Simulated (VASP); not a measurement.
Input:

```xyz
2
Lattice="3.2573 0.0000 0.0000 0.0000 3.2573 0.0000 0.0000 0.0000 3.2573" Properties=species:S:1:pos:R:3 pbc="T T T"
In     1.6286     1.6286     1.6286
Pd     0.0000     0.0000     0.0000
```

Calculation: SCAN meta-GGA, VASP's PBE PAW potentials (set 64) (plane waves; VASP). Numerical set-up: 520 eV cut-off, 13×13×13 Γ-centred mesh, tetrahedra with Blöchl corrections, potentials In_d Pd.

Unless said otherwise, spin-orbit coupling is left out, though it shifts the bands of the heavy elements here.

**Question.** Estimate the energy per atom (σ→0), band gap (over mesh and band path) with the smallest direct gap where there is one.

**Answer.** 
The band gap (over mesh and band path) is none (metal, semimetal or under 0.01 eV) and the energy per atom (σ→0) comes out as -33.588 eV/atom.

The absolute energy has meaning only against runs of the same code, potentials and settings.

The compound is PdIn in the CsCl type structure. It was relaxed first. The electron count is odd and the run is not spin-polarised, which forces a metal.
